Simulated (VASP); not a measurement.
Input:

```
CELL_PARAMETERS angstrom
      1.71307    -2.96713     0.00000
      1.71307     2.96713     0.00000
      0.00000     0.00000     5.43290
ATOMIC_POSITIONS crystal
  Lu 0.33333 0.66667 0.25000
  Lu 0.66667 0.33333 0.75000
```

These are PBE GGA, VASP's PBE PAW potentials (set 64) (plane waves; VASP) values and carry that method's errors. Settings: 300 eV cut-off, 10×10×6 Γ-centred mesh, Fermi-Dirac smearing of 0.10 eV, potentials Lu_3.

At this cut-off the stress carries a Pulay error, which pulls relaxed volumes low.

Task: What does the run give for the energy per atom (σ→0), pressure, band gap (on the k-mesh) with the smallest direct gap where there is one?

Result: 
The band gap (on the k-mesh) comes out as none (metal, semimetal or under 0.01 eV). The energy per atom (σ→0) is -4.435 eV/atom and the pressure is 3.41 GPa.

The absolute energy has meaning only against runs of the same code, potentials and settings.

The structure is a typed Lu crystal (P6_3/mmc). The cell was not relaxed at this level.
